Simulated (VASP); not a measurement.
Consider the following.

```xyz
2
Lattice="1.6550 -2.8665 0.0000 1.6550 2.8665 0.0000 0.0000 0.0000 5.2700" Properties=species:S:1:pos:R:3 pbc="T T T"
Sc     1.6550     0.9555     1.3175
Sc     1.6550    -0.9555     3.9525
```

Method: PW91 GGA, VASP's PBE PAW potentials (set 64) (plane waves; VASP). Run with 520 eV cut-off, 11×11×6 Γ-centred mesh, first-order Methfessel-Paxton smearing of 0.10 eV, potentials Sc_sv.

Energy and stress use the plane-wave basis of the starting cell.

### Question
The ions, cell shape and volume are relaxed. Predict the relaxed structure.

### Answer

```xyz
2
Lattice="1.6556 -2.8675 0.0000 1.6556 2.8675 0.0000 0.0000 0.0000 5.1474" Properties=species:S:1:pos:R:3 pbc="T T T"
Sc     1.6556     0.9558     1.2868
Sc     1.6556    -0.9558     3.8605
```
Space group P6_3/mmc (194), at a tolerance of 0.03 Å.

### Question
How do energy and volume change from the first to the last step?

### Answer
The energy (σ→0) changes by -4.8 meV/atom and the volume by -2.3 %, in 6 ionic steps.

The compound is Sc in the hcp structure. This run relaxes it. Symmetry was kept, so distortions that lower it aren't found.
